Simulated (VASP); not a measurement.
Data:

```xyz
2
Lattice="0.0000 2.9294 2.9294 2.9294 0.0000 2.9294 2.9294 2.9294 0.0000" Properties=species:S:1:pos:R:3 pbc="T T T"
Ge     0.0000     0.0000     0.0000
Ge     1.4647     1.4647     1.4647
```

Calculation: optB88-vdW, VASP's PBE PAW potentials (set 64) (plane waves; VASP). Run with 520 eV cut-off, 11×11×11 Γ-centred mesh, first-order Methfessel-Paxton smearing of 0.10 eV, potentials Ge_d.

Q: Give the stress tensor in GPa (positive for a compressed cell).

A: 
```
-2.90   0.00   0.00
 0.00  -2.90   0.00
 0.00   0.00  -2.90
```
The pressure is its mean diagonal, -2.90 GPa.

The compound is Ge in the diamond structure. This cell is one point of a volume scan, at 1.06 of the reference volume.
